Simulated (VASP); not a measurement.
Input:

```
GaSb
1.0
    0.00000     3.08331     3.08331
    3.08331     0.00000     3.08331
    3.08331     3.08331     0.00000
Ga Sb
1 1
Cartesian
  0.00000   0.00000   0.00000
  1.54165   1.54165   1.54165
```

The numbers are results of optB86b-vdW, VASP's PBE PAW potentials (set 64) (plane waves; VASP), not measurements. Run with 520 eV cut-off, Gaussian smearing of 0.050 eV, potentials Ga_d Sb.

**Question.** Give the energies of bands 7 to 12 at the high-symmetry points, in eV from the Fermi level.

**Answer.** 
| band | Γ | X | U | L | W |
|---|---|---|---|---|---|
| 7 | -0.22 | -6.73 | -6.56 | -6.27 | -6.61 |
| 8 | 0.00 | -2.50 | -3.50 | -1.12 | -3.25 |
| 9 | 0.00 | -2.50 | -2.12 | -1.12 | -3.03 |
| 10 | 0.00 | 0.90 | 1.39 | 0.30 | 3.55 |
| 11 | 2.76 | 1.27 | 3.81 | 3.73 | 4.29 |
| 12 | 2.76 | 8.48 | 6.46 | 3.73 | 4.32 |

It has no gap at this level: it comes out as a metal or semimetal.

The compound is GaSb in the zinc blende structure. It was relaxed first.
